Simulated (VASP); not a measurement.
Output of a VASP run:

OSZICAR:
```
...
DAV:  11    -0.365969759762E+02    0.78760E-07   -0.42664E-05  1976   0.561E-02    0.117E-02
DAV:  12    -0.365969754929E+02    0.48330E-06   -0.62225E-06  1872   0.234E-02
   1 F= -.36596975E+02 E0= -.36596975E+02  d E =-.365970E+02
       N       E                     dE             d eps       ncg     rms          rms(c)
DAV:   1    -0.367127765676E+02   -0.11580E+00   -0.39210E+00  1844   0.203E+01    0.227E+00
DAV:   2    -0.366101679804E+02    0.10261E+00   -0.25265E-01  1916   0.482E+00    0.833E-01
DAV:   3    -0.365990003569E+02    0.11168E-01   -0.32529E-02  1872   0.160E+00    0.280E-01
DAV:   4    -0.365969505290E+02    0.20498E-02   -0.39958E-03  1972   0.603E-01    0.110E-01
DAV:   5    -0.365967240278E+02    0.22650E-03   -0.79665E-04  1884   0.257E-01    0.469E-02
DAV:   6    -0.365967156487E+02    0.83791E-05   -0.34506E-05  1900   0.644E-02    0.229E-02
DAV:   7    -0.365967134942E+02    0.21546E-05   -0.48845E-06  1760   0.185E-02    0.631E-03
DAV:   8    -0.365967132738E+02    0.22042E-06   -0.54985E-07   964   0.655E-03
   2 F= -.36596713E+02 E0= -.36596713E+02  d E =0.262219E-03
       N       E                     dE             d eps       ncg     rms          rms(c)
DAV:   1    -0.366536671590E+02   -0.56954E-01   -0.10014E+00  1828   0.105E+01    0.115E+00
DAV:   2    -0.366281230529E+02    0.25544E-01   -0.59588E-02  1916   0.238E+00    0.431E-01
DAV:   3    -0.366252281057E+02    0.28949E-02   -0.86423E-03  1884   0.824E-01    0.144E-01
DAV:   4    -0.366247458083E+02    0.48230E-03   -0.94368E-04  1924   0.296E-01    0.588E-02
DAV:   5    -0.366246893516E+02    0.56457E-04   -0.19579E-04  1916   0.128E-01    0.258E-02
DAV:   6    -0.366246881009E+02    0.12507E-05   -0.99868E-06  1856   0.343E-02    0.107E-02
DAV:   7    -0.366246881709E+02   -0.69980E-07   -0.76936E-07   972   0.806E-03
   3 F= -.36624688E+02 E0= -.36624688E+02  d E =-.277127E-01
       N       E                     dE             d eps       ncg     rms          rms(c)
DAV:   1    -0.366246965141E+02   -0.84133E-05   -0.39744E-04  1868   0.208E-01    0.227E-02
DAV:   2    -0.366246866025E+02    0.99117E-05   -0.23745E-05  1904   0.476E-02    0.847E-03
DAV:   3    -0.366246856030E+02    0.99952E-06   -0.32994E-06  1620   0.163E-02
   4 F= -.36624686E+02 E0= -.36624686E+02  d E =-.277101E-01
       N       E                     dE             d eps       ncg     rms          rms(c)
DAV:   1    -0.366250473842E+02   -0.36078E-03   -0.16504E-02  1712   0.132E+00    0.976E-02
DAV:   2    -0.366248506787E+02    0.19671E-03   -0.34729E-04  1964   0.190E-01    0.482E-02
DAV:   3    -0.366247912886E+02    0.59390E-04   -0.10973E-04  1872   0.967E-02    0.127E-02
DAV:   4    -0.366247872612E+02    0.40273E-05   -0.15291E-05  1968   0.382E-02    0.451E-03
DAV:   5    -0.366247869742E+02    0.28707E-06   -0.17915E-06   996   0.131E-02
   5 F= -.36624787E+02 E0= -.36624787E+02  d E =-.101371E-03
       N       E                     dE             d eps       ncg     rms          rms(c)
DAV:   1    -0.366248618782E+02   -0.74617E-04   -0.19735E-03  1716   0.457E-01    0.343E-02
DAV:   2    -0.366248372874E+02    0.24591E-04   -0.42664E-05  1960   0.663E-02    0.169E-02
DAV:   3    -0.366248299728E+02    0.73146E-05   -0.13247E-05  1872   0.336E-02    0.447E-03
DAV:   4    -0.366248293732E+02    0.59954E-06   -0.16909E-06  1076   0.134E-02
   6 F= -.36624829E+02 E0= -.36624829E+02  d E =-.143770E-03
```

OUTCAR:
```
------------------------ aborting loop because EDIFF is reached ----------------------------------------
  FORCE on cell =-STRESS in cart. coord.  units (eV):
  Direction    XX          YY          ZZ          XY          YZ          ZX
  --------------------------------------------------------------------------------------
  Total        0.0129060      0.0129060      0.0348974      0.0000000      0.0000000      0.0000000
  in kB        0.8786983      0.8786982      2.3759736      0.0000000      0.0000000      0.0000000
  external PRESSURE =       1.3777900 kB  Pullay stress =       0.0000000 kB
  volume of cell :       23.53
      direct lattice vectors                 reciprocal lattice vectors
     2.542238781 -0.000000000 -0.000000000     0.393354081  0.227103106 -0.000000000
    -1.271119391  2.201643164  0.000000000     0.000000000  0.454206211 -0.000000000
     0.000000000  0.000000000  4.204344621     0.000000000  0.000000000  0.237849199
  FREE ENERGIE OF THE ION-ELECTRON SYSTEM (eV)
  ---------------------------------------------------
  free  energy   TOTEN  =       -36.6248293732 eV

  energy  without entropy=      -36.6248293732  energy(sigma->0) =      -36.62482937

 reached required accuracy - stopping structural energy minimisation
```
(Selected blocks of OUTCAR.)

POSCAR:
```
BN
1
    2.5311500000     0.0000000000     0.0000000000
   -1.2655750000     2.1920400000     0.0000000000
    0.0000000000     0.0000000000     4.1338500000
B N
2 2
Direct
  0.3333330000   0.6666670000   0.0000000000
  0.6666670000   0.3333330000   0.5000000000
  0.3333330000   0.6666670000   0.3750000000
  0.6666670000   0.3333330000   0.8750000000
```

Problem. Reconstruct the remaining input files.

Solution. One answer among several that fit: the input of the run itself, PBEsol GGA, plane waves, VASP's PBE PAW potentials (set 64).

**INCAR**
```
SYSTEM  =  BN
PREC  =  Accurate; ENCUT  =  520; LREAL  =  .FALSE.
LASPH  =  .TRUE.
EDIFF  =  1E-6; NELM  =  100; ALGO  =  Normal
ISMEAR  =  0; SIGMA  =  0.05
GGA  =  PS
IBRION  =  2; NSW  =  60; ISIF  =  3
EDIFFG  =  -0.01
LWAVE  =  .FALSE.; LCHARG  =  .FALSE.
```

File KPOINTS:
```
Automatic mesh
0
Gamma
11 11 6
0 0 0
```

POTCAR, in this order: B N (PBE.64 set). Program: vasp_std.

Energy and stress use the plane-wave basis of the starting cell.

The structure was generated: BN was put into the wurtzite type (P6_3mc), which need not be its known phase. This run relaxes it. Symmetry was kept, so distortions that lower it aren't found.
